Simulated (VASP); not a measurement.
Here is the system:

```
MnS
1.0
    5.01174     2.49482     2.49482
    2.49482     5.01174     2.49482
    2.49482     2.49482     5.01174
Mn S
2 2
Direct
  0.00000   0.00000   0.00000
  0.50000   0.50000   0.50000
  0.25000   0.25000   0.25000
  0.75000   0.75000   0.75000
```

The numbers are results of PBEsol GGA with spin-orbit coupling, VASP's PBE PAW potentials (set 64) (plane waves; VASP 6.6.1), not measurements. Run with 400 eV cut-off, 7×7×7 Γ-centred mesh, Gaussian smearing of 0.050 eV, potentials Mn_pv S. Starting moments (MAGMOM): 0 0 4.0 0 0 -4.0 0 0 0.0 0 0 0.0.

Q: What does the run give for the energy per atom (σ→0), band gap (over mesh and band path) with the smallest direct gap where there is one?

A: 
```yaml
band gap (over mesh and band path): 0.30 eV
smallest direct gap (over mesh and band path): 0.73 eV
energy per atom (σ→0): -7.535 eV/atom
```

The compound is MnS in the rock salt, AFM-II order structure. It was relaxed first, which changed the volume by -11 %.
